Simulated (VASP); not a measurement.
Elastic constants (GPa) of a crystal from PBE GGA, VASP's PBE PAW potentials (set 64) (VASP):

|  | xx | yy | zz | yz | xz | xy |
|---|---|---|---|---|---|---|
| xx | 314.9 | 83.0 | 83.0 | 0.0 | 0.0 | 0.0 |
| yy | 83.0 | 314.9 | 83.0 | 0.0 | 0.0 | 0.0 |
| zz | 83.0 | 83.0 | 314.9 | 0.0 | 0.0 | 0.0 |
| yz | 0.0 | 0.0 | 0.0 | 124.5 | 0.0 | 0.0 |
| xz | 0.0 | 0.0 | 0.0 | 0.0 | 124.5 | 0.0 |
| xy | 0.0 | 0.0 | 0.0 | 0.0 | 0.0 | 124.5 |

Question: Work out the Voigt, Reuss and Hill moduli, Young's modulus and Poisson's ratio.

Answer: All eigenvalues are positive (smallest 124.5 GPa), so the crystal is stable. K_V = (C11+C22+C33+2(C12+C13+C23))/9 = (944.7 + 2×249.0)/9 = 160.3 GPa; G_V = (944.7 − 249.0 + 3×373.5)/15 = 121.1 GPa. From the compliances, K_R = 160.3 GPa and G_R = 120.9 GPa. Hill: K = 160.3 GPa, G = 121.0 GPa, E = 9KG/(3K+G) = 290.0 GPa, ν = (3K−2G)/(2(3K+G)) = 0.198. K/G = 1.32, below Pugh's 1.75; universal anisotropy A^U = 0.01.

Question: With a density of 5.79 g/cm³, what are the mean sound speeds?

Answer: v_l = √((K+4G/3)/ρ) = 7.45 km/s and v_t = √(G/ρ) = 4.57 km/s. The crystal is YN (rock salt), cubic.

The compound is YN in the rock salt structure. It was relaxed first.
